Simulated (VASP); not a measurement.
OSZICAR of a VASP run on FePt (L1_0):

OSZICAR:
```
       N       E                     dE             d eps       ncg     rms          rms(c)
DAV:   1     0.388848178631E+02    0.38885E+02   -0.85975E+03 10391   0.129E+03
DAV:   2    -0.680240712924E+02   -0.10691E+03   -0.95321E+02 10353   0.258E+02
DAV:   3    -0.714472856692E+02   -0.34232E+01   -0.33398E+01 12723   0.564E+01
DAV:   4    -0.714826013185E+02   -0.35316E-01   -0.35306E-01 11619   0.489E+00
DAV:   5    -0.714836122625E+02   -0.10109E-02   -0.10109E-02 13642   0.933E-01    0.183E+01
DAV:   6    -0.692374086775E+02    0.22462E+01   -0.25439E+01 11614   0.109E+02    0.282E+01
DAV:   7    -0.665952682519E+02    0.26421E+01   -0.10124E+01 12719   0.852E+01    0.891E+00
DAV:   8    -0.664830152802E+02    0.11225E+00   -0.61052E-01 12885   0.118E+01    0.371E+00
DAV:   9    -0.665415659846E+02   -0.58551E-01   -0.18689E-01 11348   0.638E+00    0.265E+00
DAV:  10    -0.665341120890E+02    0.74539E-02   -0.94923E-02 13909   0.770E+00    0.101E+00
DAV:  11    -0.665316415667E+02    0.24705E-02   -0.13807E-02 13798   0.263E+00    0.320E-01
DAV:  12    -0.665324713763E+02   -0.82981E-03   -0.14660E-03 12574   0.525E-01    0.114E-01
DAV:  13    -0.665326313477E+02   -0.15997E-03   -0.13666E-04 12997   0.171E-01    0.504E-02
DAV:  14    -0.665326427060E+02   -0.11358E-04   -0.40651E-05 12553   0.776E-02    0.212E-02
DAV:  15    -0.665326441078E+02   -0.14019E-05   -0.10794E-05 12708   0.488E-02    0.814E-03
DAV:  16    -0.665326447715E+02   -0.66371E-06   -0.19276E-06 12822   0.185E-02    0.423E-03
DAV:  17    -0.665326456376E+02   -0.86607E-06   -0.37195E-07 11935   0.749E-03    0.247E-03
DAV:  18    -0.665326456589E+02   -0.21343E-07   -0.77802E-08  6290   0.764E-03
   1 F= -.66532646E+02 E0= -.66532573E+02  d E =-.218106E-03  mag=     3.5514
```

Which electronic solver shows in the log?

It is blocked Davidson (ALGO = Normal, or the opening steps of other solvers). The INCAR had ALGO = Normal.

How was spin treated?

Collinear spin (ISPIN = 2): the summary line carries one mag value, 3.55 μB in the cell.

Can the final energy be trusted as converged?

The calculation finished and met its thresholds. It stopped with EDIFF = 1E-7, NELM = 100 (r2SCAN meta-GGA, plane waves, VASP's PBE PAW potentials (set 64)).

The compound is FePt in the L1_0 structure. This cell was strained or had an atom moved on purpose.
